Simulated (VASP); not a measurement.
Input of a VASP 6.6.1 run:

File INCAR:

```
PREC = Accurate
ENCUT = 520
EDIFF = 1E-7
ISMEAR = 0
SIGMA = 0.02
LREAL = F
LASPH = T
NELM = 80
ALGO = Fast
ISIF = 2
LWAVE = F
LCHARG = T
MAGMOM = 0 0 0 0 0 0
LORBIT = 11
LSORBIT = T
GGA_COMPAT = F
GGA = PE
LVHAR = T
```

File KPOINTS:

```
Automatic mesh
0
Gamma
  8 8 8
```

Contents of POSCAR:

```
GaAs
1.0
    0.0000000000      2.8452190886      2.8452190886
    2.8452190886      0.0000000000      2.8452190886
    2.8452190886      2.8452190886      0.0000000000
Ga As
1 1
Direct
    0.0000000000      0.0000000000      0.0000000000
    0.2500000000      0.2500000000      0.2500000000
```

Potentials or basis: VASP PAW PBE potentials, release 64 (Ga_d, As).

Launch:

```bash
$ cat potpaw_PBE.64/Ga_d/POTCAR potpaw_PBE.64/As/POTCAR > POTCAR
$ mpirun -np 1 vasp_ncl > vasp.out
```

Problem. Predict the pressure.

Solution. 2.0 GPa.

Problem. Estimate the net moment.

Solution. 0.00 μB per cell.

Moments on the atoms (μB; x, y, z):
```
Ga  0.00 0.00 0.00
As  0.00 0.00 0.00
```
